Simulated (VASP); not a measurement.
Input:

```yaml
crystal:
  lattice:
    - [0.00000, 1.78036, 1.78036]
    - [1.78036, 0.00000, 1.78036]
    - [1.78036, 1.78036, 0.00000]
  atoms:
    - { symbol: C, position: [0.00000, 0.00000, 0.00000] }
    - { symbol: C, position: [0.25000, 0.25000, 0.25000] }
```

Method: r2SCAN meta-GGA, VASP's PBE PAW potentials (set 64) (plane waves; VASP). Run with 620 eV cut-off, 13×13×13 Γ-centred mesh, Gaussian smearing of 0.050 eV, potentials C.

Q: Predict the energy per atom (σ→0).

A: 
| Item | Value |
|---|---|
| energy per atom (σ→0) | -9.833 eV/atom |

The compound is C in the diamond structure. It was relaxed first.
